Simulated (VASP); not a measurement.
# A VASP study of SrScIr2 (r2SCAN): structure first, properties next

What structure does SrScIr2 take at this level, and what are its properties? The steps: rough relaxation of the start cell, relaxing cell and atoms (r2SCAN), density, ELF and potential (r2SCAN), band structure (r2SCAN), total and projected DOS (r2SCAN), independent-particle dielectric function (r2SCAN) and bands along the symmetry lines (r2SCAN + SOC). The cell is generated by rule, not measured, and may not be a known phase. Left out of this account: 1 further run (core levels: core levels are not valid at this level).

Program: VASP 6.6.1. Level of theory: r2SCAN; plane waves and PAW (Sr_sv, Sc_sv, Ir), in the first sound run; inputs show where later runs differ. Results are calculated unless marked as measured.

Report form: the programs' logs are mostly left out.

### 1. The starting structure

Before any relaxation, the start is as follows. The structure is hexagonal, space group P-6m2 (No. 187). Conventional cell: a = 4.384 Å, b = 4.384 Å, c = 4.640 Å, α = 90.00°, β = 90.00°, γ = 120.00°. Nearest to Sr lie 2 Ir at 2.32 Å and 3 Sc at 2.53 Å. Nearest to Sc lie 2 Ir at 2.32 Å and 3 Sr at 2.53 Å. Nearest to Ir lie 2 Sc at 2.32 Å and 3 Ir at 2.53 Å. Ir has 2 Sr at 2.32 Å and 3 Ir at 2.53 Å nearest. Farther neighbours are not listed.

As a file:

```xyz
4
Lattice="4.3844 0.0000 0.0000 -2.1922 3.7970 0.0000 0.0000 0.0000 4.6402" Properties=species:S:1:pos:R:3 pbc="T T T"
Sr    2.1922    1.2657    2.3201
Sc    0.0000    2.5313    2.3201
Ir    0.0000    2.5313    0.0000
Ir    2.1922    1.2657    0.0000
```

### 2. Rough relaxation of the start cell

The start is only an estimate, so a cheap relaxation brings it near a minimum before any careful run. r2SCAN adds the kinetic-energy density, costs more than a GGA and is run with LASPH.

INCAR

```
SYSTEM = SrScIr2
PREC = Normal
ENCUT = 400
EDIFF = 1E-05
NELM = 60
ISMEAR = 0
SIGMA = 0.05
LREAL = .FALSE.
ALGO = Normal
METAGGA = R2SCAN
LASPH = .TRUE.
NBANDS = 25
LORBIT = 11
LWAVE = .FALSE.
LCHARG = .FALSE.
KPAR = 2
IBRION = 2
NSW = 40
ISIF = 3
EDIFFG = -0.04
```

POSCAR

```
SrScIr2
1.0
    4.3844142700      0.0000000000      0.0000000000
   -2.1922071400      3.7970141400      0.0000000000
    0.0000000000      0.0000000000      4.6401532000
Sr Sc Ir
1 1 2
Direct
    0.6666666700      0.3333333300      0.5000000000
    0.3333333300      0.6666666700      0.5000000000
    0.3333333300      0.6666666700      0.0000000000
    0.6666666700      0.3333333300      0.0000000000
```

KPOINTS

```
Automatic mesh
0
Gamma
4 4 4
0 0 0
```

PAW data sets: Sr_sv, Sc_sv and Ir (PBE family, release 64).

Run with:

```console
> mpirun -np 2 vasp_std
```

Run time: 77 s. Hardware: 2 MPI ranks of Intel Xeon 6975P-C (Granite Rapids), shared host; peak memory 0.3 GiB.

This run has no spin polarisation. Its electron count is odd, so without a moment it is a metal by construction. The k-mesh is coarse for a metal. This relaxation is a rough one on cheap settings, only to bring the start near its minimum. The PAW data sets were made with PBE, which is usual practice but a small mismatch for other functionals. After so large a change of volume the plane waves of the start cell no longer fit, so the final stress carries a basis-set error. The run keeps the 12 symmetry operations of its start, so it cannot find a distortion of lower symmetry.

Step by step:

```
step  energy less that of the first step (eV)  largest force (eV/Å)  pressure (GPa)  volume (Å³)
   1                                   0.0000                0.0000           35.05        77.25
   2                                   0.3508                0.0000          -12.98       133.27
   3                                  -2.0956                0.0000           -1.49        98.76
   4                                  -2.1092                0.0000           -0.17        97.31
   5                                  -2.1105                0.0000            0.39        96.71
   6                                  -2.1145                0.0000            0.03        97.48
```

```
     cell as run  before  after   change
           a (Å)   4.384  4.631   +5.6 %
           b (Å)   4.384  4.631   +5.6 %
           c (Å)   4.640  5.249  +13.1 %
volume (Å³/atom)   19.31  24.37  +26.2 %
```

Final coordinates:

```xyz
4
Lattice="4.6306 0.0000 0.0000 -2.3153 4.0102 0.0000 0.0000 0.0000 5.2495" Properties=species:S:1:pos:R:3 pbc="T T T"
Sr    2.3153    1.3367    2.6247
Sc    0.0000    2.6735    2.6247
Ir    0.0000    2.6735    0.0000
Ir    2.3153    1.3367    0.0000
```

Numbers from this step:

* electrons: 39
* bands: 25
* irreducible k-points: 12
* symmetry operations: 12
* free energy (TOTEN): -126.1986 eV
* energy at zero smearing: -126.1937 eV
* Fermi energy: 3.756 eV
* pressure: 0.02558 GPa
* metallic: yes
* SCF cycles over all ionic steps: 94

It ends with forces that vanish by symmetry and a pressure of 0.03 GPa.

### 3. Relaxing cell and atoms (r2SCAN)

Properties are meant for the cell that this level of theory prefers, so cell and atoms are relaxed first (ISIF = 3) until forces and stress are small; EDIFFG sets the threshold.

INCAR

```
SYSTEM = SrScIr2
PREC = Accurate
ENCUT = 400
EDIFF = 1E-06
NELM = 100
ISMEAR = 0
SIGMA = 0.05
LREAL = .FALSE.
ALGO = Normal
METAGGA = R2SCAN
LASPH = .TRUE.
NBANDS = 25
LORBIT = 11
LWAVE = .FALSE.
LCHARG = .FALSE.
KPAR = 2
IBRION = 2
NSW = 60
ISIF = 3
EDIFFG = -0.01
```

POSCAR

```
SrScIr2
1.0
    4.6306006160     -0.0000000003      0.0000000000
   -2.3153003136      4.0102177701      0.0000000000
    0.0000000000      0.0000000000      5.2494884629
Sr Sc Ir
1 1 2
Direct
    0.6666666700      0.3333333300      0.5000000000
    0.3333333300      0.6666666700      0.5000000000
    0.3333333300      0.6666666700      0.0000000000
    0.6666666700      0.3333333300      0.0000000000
```

KPOINTS

```
Automatic mesh
0
Gamma
6 6 4
0 0 0
```

Run with:

```console
> mpirun -np 2 vasp_std
```

Elapsed: 97 s, on 2 MPI ranks; peak memory 0.41 GiB; 3.2 min of CPU time.

Step by step:

```
step  energy less that of the first step (eV)  largest force (eV/Å)  pressure (GPa)  volume (Å³)
   1                                   0.0000                0.0000            0.20        97.48
   2                                   0.0001                0.0000           -0.26        97.90
   3                                  -0.0002                0.0000            0.01        97.66
```

```
conventional cell, symmetrised  before  after  change
                         a (Å)   4.631  4.632  +0.0 %
                         b (Å)   4.631  4.632  +0.0 %
                         c (Å)   5.249  5.256  +0.1 %
              volume (Å³/atom)   24.37  24.41  +0.2 %
```

Final coordinates:

```xyz
4
Lattice="4.6319 0.0000 0.0000 -2.3160 4.0114 0.0000 0.0000 0.0000 5.2559" Properties=species:S:1:pos:R:3 pbc="T T T"
Sr    2.3160    1.3371    2.6280
Sc    0.0000    2.6742    2.6280
Ir    0.0000    2.6742    0.0000
Ir    2.3160    1.3371    0.0000
```

Numbers from this step:

```yaml
irreducible_k_points: 21
free_energy_toten: -126.2018 eV
energy_at_zero_smearing: -126.1983 eV
fermi_energy: 3.822 eV
pressure: 0.005185 GPa
scf_cycles_over_all_ionic_steps: 35
```

It ends with forces that vanish by symmetry and a pressure of 0.01 GPa.

### 4. Density, ELF and potential (r2SCAN)

A single point on the relaxed cell gives a clean self-consistent state, with density, ELF and potential written out.

INCAR: that of step 3 with these lines changed.

```diff
@@ -14,7 +14,5 @@
 LWAVE = .FALSE.
-LCHARG = .FALSE.
-KPAR = 2
-IBRION = 2
-NSW = 60
-ISIF = 3
-EDIFFG = -0.01
+LCHARG = .TRUE.
+ISIF = 2
+LELF = .TRUE.
+LVHAR = .TRUE.
```

POSCAR

```
SrScIr2
1.0
    4.6319270953     -0.0000000003      0.0000000000
   -2.3159635533      4.0113665349      0.0000000000
    0.0000000000      0.0000000000      5.2559482474
Sr Sc Ir
1 1 2
Direct
    0.6666666700      0.3333333300      0.5000000000
    0.3333333300      0.6666666700      0.5000000000
    0.3333333300      0.6666666700      0.0000000000
    0.6666666700      0.3333333300      0.0000000000
```

KPOINTS is that of step 3.

Run with:

```console
> mpirun -np 2 vasp_std
```

Elapsed: 44 s, on 2 MPI ranks; peak memory 0.33 GiB.

Numbers from this step:

```
SCF cycles              : 17
bands                   : 26
free energy (TOTEN)     : -126.2019 eV
energy at zero smearing : -126.1984 eV
pressure                : 0.009331 GPa
```

Valence electrons inside each PAW sphere by angular momentum. Sphere charges, by row:

```
atom  s (e)  p (e)  d (e)  tot (e)
 Sr1  2.051  5.856  0.582    8.489
 Sc2  2.212  6.086   1.32    9.618
 Ir3   0.73  0.409  6.973    8.112
 Ir4  0.733  0.364  7.071    8.168
```

ELF in the ac plane at fractional y = 0.333, with atoms of Sr and Ir within 0.2 Å of it. It is the smooth field of the valence electrons, not physical close to the nuclei.

Values, 15 rows by 14 columns, each cell a mean:
```
0.37 0.27 0.21 0.24 0.35 0.37 0.32 0.18 0.04 0.01 0.02 0.14 0.29 0.35
0.36 0.30 0.26 0.28 0.35 0.36 0.34 0.34 0.25 0.19 0.23 0.32 0.35 0.35
0.35 0.34 0.33 0.34 0.35 0.35 0.35 0.39 0.42 0.41 0.42 0.40 0.36 0.35
0.31 0.34 0.35 0.34 0.32 0.27 0.24 0.23 0.25 0.26 0.25 0.23 0.23 0.26
0.19 0.24 0.25 0.25 0.20 0.13 0.11 0.24 0.42 0.50 0.45 0.28 0.13 0.11
0.10 0.13 0.14 0.14 0.11 0.09 0.28 0.67 0.76 0.75 0.76 0.70 0.40 0.11
0.08 0.10 0.11 0.10 0.09 0.14 0.53 0.79 0.73 0.64 0.70 0.79 0.64 0.20
0.08 0.10 0.10 0.10 0.08 0.16 0.57 0.80 0.71 0.60 0.68 0.79 0.68 0.23
0.09 0.11 0.12 0.12 0.09 0.11 0.41 0.75 0.76 0.71 0.74 0.76 0.53 0.15
0.13 0.18 0.19 0.19 0.15 0.10 0.15 0.44 0.64 0.70 0.67 0.50 0.22 0.09
0.27 0.31 0.32 0.32 0.28 0.21 0.15 0.16 0.21 0.25 0.23 0.17 0.15 0.19
0.34 0.35 0.35 0.35 0.35 0.33 0.33 0.34 0.37 0.38 0.37 0.35 0.33 0.33
0.35 0.32 0.29 0.31 0.35 0.36 0.35 0.39 0.36 0.32 0.35 0.39 0.36 0.35
0.37 0.28 0.23 0.26 0.35 0.36 0.33 0.24 0.11 0.05 0.08 0.21 0.32 0.35
0.38 0.26 0.20 0.24 0.36 0.37 0.31 0.13 0.01 0.15 0.01 0.09 0.27 0.36
```
Columns run along a (4.6 Å), rows up along c (5.3 Å). Atoms in or near the plane, at fractional coordinates: Sr at (0.67, 0.50), Ir at (0.67, 0.00).

Electrostatic potential energy in the ac plane at fractional y = 0.333, with atoms of Sr and Ir within 0.2 Å of it. With pseudopotentials it is smooth inside the atoms' cores, unlike the true potential.

Ten even steps from '_' (-45 eV) to '@' (4 eV), each cell a mean:
```
@@@@@@@@@@@@##--______--**@@
@@@@@@@@@@@@%%**--::--++%%@@
@@@@@@@@@@@@@@%%##**##%%@@@@
@@@@@@@@@@@@@@%%%%%%%%%%@@@@
@@@@@@@@@@@@%%%%########%%@@
@@@@@@@@@@%%##**++++++**##%%
%%%%%%%%%%%%##++==--==++**%%
%%%%%%%%%%%%##++==----++**##
%%%%%%%%%%%%##**++====**##%%
@@@@@@@@@@@@%%##******##%%%%
@@@@@@@@@@@@@@%%%%##%%%%@@@@
@@@@@@@@@@@@@@%%%%##%%%%@@@@
@@@@@@@@@@@@@@##++==++##%%@@
@@@@@@@@@@@@%%==..__..==##@@
@@@@@@@@@@@@##--______::**@@
```
Columns run along a (4.6 Å; values clipped at the 3rd and 97th percentile), rows up along c (5.3 Å). Atoms in or near the plane, at fractional coordinates: Sr at (0.67, 0.50), Ir at (0.67, 0.00).

Valence density in the ac plane at fractional y = 0.333, with atoms of Sr and Ir within 0.2 Å of it. It is the smooth field of the valence electrons, not physical close to the nuclei.

Ten even steps from '0' (0.1 e/Å³) to '9' (3.4 e/Å³), each cell a mean:
```
00000013566310
00000002444210
00000001122100
00000000010000
00000000121000
00000002465200
00000014898510
00000015899520
00000003687410
00000001233100
00000000011000
00000000111000
00000001333100
00000012465310
00000013576310
```
Columns run along a (4.6 Å), rows up along c (5.3 Å). Atoms in or near the plane, at fractional coordinates: Sr at (0.67, 0.50), Ir at (0.67, 0.00).

In this run the pressure is 0.01 GPa, small enough to go on.

### 5. Band structure (r2SCAN)

The mesh alone shows little of the dispersion and can miss band extrema, so KPOINTS_OPT adds a path through the symmetry points after the self-consistent cycle.

INCAR: that of step 4 with these lines changed.

```diff
@@ -11,8 +11,6 @@
 LASPH = .TRUE.
-NBANDS = 25
+NBANDS = 33
 LORBIT = 11
 LWAVE = .FALSE.
-LCHARG = .TRUE.
-ISIF = 2
-LELF = .TRUE.
-LVHAR = .TRUE.
+LCHARG = .FALSE.
+KPAR = 2
```

POSCAR is that of step 4.

KPOINTS is that of step 4.

KPOINTS_OPT

```
Line mode
16
Line-mode
Reciprocal
  0.00000000   0.00000000   0.00000000 GAMMA
  0.50000000   0.00000000   0.00000000 M

  0.50000000   0.00000000   0.00000000 M
  0.33333333   0.33333333   0.00000000 K

  0.33333333   0.33333333   0.00000000 K
  0.00000000   0.00000000   0.00000000 GAMMA

  0.00000000   0.00000000   0.00000000 GAMMA
  0.00000000   0.00000000   0.50000000 A

  0.00000000   0.00000000   0.50000000 A
  0.50000000   0.00000000   0.50000000 L

  0.50000000   0.00000000   0.50000000 L
  0.33333333   0.33333333   0.50000000 H

  0.33333333   0.33333333   0.50000000 H
  0.00000000   0.00000000   0.50000000 A

  0.50000000   0.00000000   0.50000000 L
  0.50000000   0.00000000   0.00000000 M

  0.33333333   0.33333333   0.00000000 K
  0.33333333   0.33333333   0.50000000 H
```

Run with:

```console
> mpirun -np 2 vasp_std
```

The job ended after 3.2 min (2 MPI ranks; peak memory 0.41 GiB).

Spin-orbit coupling is off here; with elements this heavy it splits and shifts levels by tenths of an eV or more.

Numbers from this step:

| Item | Value |
| --- | --- |
| bands | 33 |
| pressure | 0.008439 GPa |

The electronic bands at the labelled points (eV, zero at the Fermi level; # counts the bands kept):

```
          point     #9    #10    #11    #12   #13   #14   #15   #16
              Γ  -1.93  -1.00  -1.00  -0.85  1.51  1.51  1.62  2.46
0.47 of the way  -1.53  -0.89  -0.74   0.00  0.57  1.07  2.40  2.47
              M  -1.63  -0.46   0.03   0.34  0.68  1.11  1.80  2.32
0.47 of the way  -1.40  -0.35  -0.14   0.23  0.93  1.29  1.75  2.06
              K  -1.19  -0.25   0.06   0.17  1.07  1.10  1.47  1.72
0.53 of the way  -1.43  -0.74  -0.65   0.24  0.31  1.12  2.34  2.52
              Γ  -1.93  -1.00  -1.00  -0.85  1.51  1.51  1.62  2.46
0.53 of the way  -1.49  -1.33  -0.86  -0.86  1.09  1.42  1.42  1.58
              A  -1.90  -0.73  -0.73  -0.21  0.40  0.85  0.85  1.53
0.53 of the way  -0.93  -0.43  -0.33  -0.16  0.29  0.62  0.90  0.96
              L  -0.51  -0.41  -0.23  -0.17  0.36  0.60  1.14  1.30
0.47 of the way  -0.77  -0.43  -0.23  -0.08  0.23  0.85  1.19  1.37
              H  -1.02  -0.47  -0.15   0.02  0.02  1.02  1.26  1.46
0.47 of the way  -0.82  -0.35  -0.32  -0.13  0.14  0.51  0.98  1.06
              A  -1.90  -0.73  -0.73  -0.21  0.40  0.85  0.85  1.53
      jump to L  -0.51  -0.41  -0.23  -0.17  0.36  0.60  1.14  1.30
0.53 of the way  -1.53  -0.34  -0.18   0.33  0.62  0.91  1.13  1.67
              M  -1.63  -0.46   0.03   0.34  0.68  1.11  1.80  2.32
      jump to K  -1.19  -0.25   0.06   0.17  1.07  1.10  1.47  1.72
0.53 of the way  -1.27  -0.15  -0.09  -0.05  0.11  1.06  1.46  1.61
              H  -1.02  -0.47  -0.15   0.02  0.02  1.02  1.26  1.46
```

Of the projections kept (Sr, Sc, Ir), the largest for each band there; the rest of the weight can lie on other orbitals:

```
point       #9      #10      #11      #12      #13      #14      #15      #16
    Γ  Ir 0.97  Ir 0.92  Ir 0.92  Sc 0.63  Sc 0.88  Sc 0.88  Ir 0.58  Sc 0.74
    M  Ir 0.78  Ir 0.93  Sc 0.60  Ir 0.96  Sc 0.77  Ir 0.50  Ir 0.59  Sc 0.70
    K  Sc 0.57  Ir 0.94  Ir 0.96  Ir 0.95  Sc 0.44  Sc 0.91  Ir 1.00  Sc 0.67
    Γ  Ir 0.97  Ir 0.92  Ir 0.92  Sc 0.63  Sc 0.88  Sc 0.88  Ir 0.58  Sc 0.74
    A  Ir 0.99  Ir 0.95  Ir 0.95  Ir 0.92  Sc 0.71  Sc 0.74  Sc 0.74  Sc 0.87
    L  Sc 0.69  Ir 0.89  Sc 0.64  Ir 0.99  Ir 0.99  Sc 0.83  Ir 0.53  Sc 0.82
```

There is no gap at this level.

### 6. Total and projected DOS (r2SCAN)

A density of states needs more k-points than a total energy; ISMEAR = -5 takes tetrahedra, and LORBIT projects the states on the PAW spheres. The mesh is finer than in the run before.

INCAR: that of step 5 with these lines changed.

```diff
@@ -5,3 +5,3 @@
 NELM = 100
-ISMEAR = 0
+ISMEAR = -5
 SIGMA = 0.05
@@ -16 +16,2 @@
 KPAR = 2
+NEDOS = 2001
```

POSCAR is that of step 5.

KPOINTS

```
Automatic mesh
0
Gamma
8 8 6
0 0 0
```

Run with:

```console
> mpirun -np 2 vasp_std
```

Run time: 98 s. Hardware: 2 MPI ranks; peak memory 0.44 GiB; 3.2 min of CPU time.

With tetrahedra the forces and stress of a metal are not exact derivatives of the energy.

Numbers from this step:

```
SCF cycles             : 19
irreducible k-points   : 40
free energy (TOTEN)    : -126.2106 eV
Fermi energy           : 3.755 eV
pressure               : 0.1008 GPa
DOS at the Fermi level : 5.903 states/eV/cell
```

The density of states has structure finer than the step of the table below, so its rows give means over 0.5 eV, whole bins alone (the curve runs from -12.0 to 3.56 eV). Peaks (eV: height): total -3.17: 11.7, -1.44: 8.99, -0.36: 9.57, 1.13: 8.56; Ir d -3.17: 8.90, -1.88: 3.45, -1.44: 4.61, -0.36: 6.15; Sc d -0.09: 1.92, 1.09: 4.79, 2.52: 2.27, 3.29: 1.44; Ir s -4.45: 0.709, -3.77: 0.464, -3.37: 0.545, -2.35: 0.222; Sr d -0.36: 0.331, -0.09: 0.564, 1.13: 0.656, 3.50: 1.26.

States under -12.0 eV and over 3.6 eV are left out. The density of states by energy, zero at the Fermi level; means over each step; values in states/eV/cell:

```
energy (eV)  total     Ir d     Sc d    Ir s     Sr d     Ir p
       -6.5      0        0        0       0        0        0
       -6.0  0.131  0.00367  0.00176  0.0658   3.8e-4   7.9e-4
       -5.5  0.577   0.0387  0.00722   0.286  0.00164  0.00731
       -5.0  0.936    0.104   0.0153   0.444  0.00369   0.0214
       -4.5   1.45    0.251   0.0388   0.625  0.00842   0.0488
       -4.0   2.63     1.56   0.0727   0.374   0.0360   0.0470
       -3.5   7.02     5.02    0.282   0.328    0.100    0.123
       -3.0   8.44     6.45    0.290   0.121   0.0803    0.197
       -2.5   3.80     2.72   0.0798   0.154    0.131   0.0977
       -2.0   3.83     2.22   0.0886   0.132    0.151    0.165
       -1.5   4.83     2.46    0.302   0.101    0.133    0.397
       -1.0   3.07     1.65    0.275  0.0884    0.156    0.141
       -0.5   5.72     3.75    0.540  0.0942    0.183    0.126
        0.0   5.65     2.69     1.02  0.0985    0.292    0.203
        0.5   2.77    0.726    0.913  0.0250    0.195   0.0817
        1.0   6.34    0.774     3.32  0.0228    0.491    0.151
        1.5   5.95     1.80     2.27  0.0528    0.310    0.230
        2.0   2.78    0.779     1.06  0.0340    0.101    0.165
        2.5   3.02    0.606     1.45  0.0950   0.0689    0.158
        3.0   2.91    0.481    0.944   0.109    0.186    0.177
```

The finer mesh and the other smearing move the Fermi level by -0.07 eV from the 6×6×4 run, one measure of the sampling error in the zero of the bands above. Of the states within 0.3 eV of the Fermi level, the largest shares in the PAW spheres are Ir d 50 % and Sc d 17 %. The rest lies in smaller channels or between the spheres.

[end of part 1 of 2]

[Lines on the potential files, build, host, timing and source positions are cut from VASP's logs without a mark.]

[Logs are printed without paths, hosts, clocks, repeated set-up lines and the standing remarks that a program may print on its own settings, such as how far it seeks lower states.]

[Hosts, paths, dates, database ids (printed as entryN), source tags and the programs' standing remarks are cut or masked in the printed files.]

[A measured line is paired with the nearest computed mode of its activity, which favours agreement.]
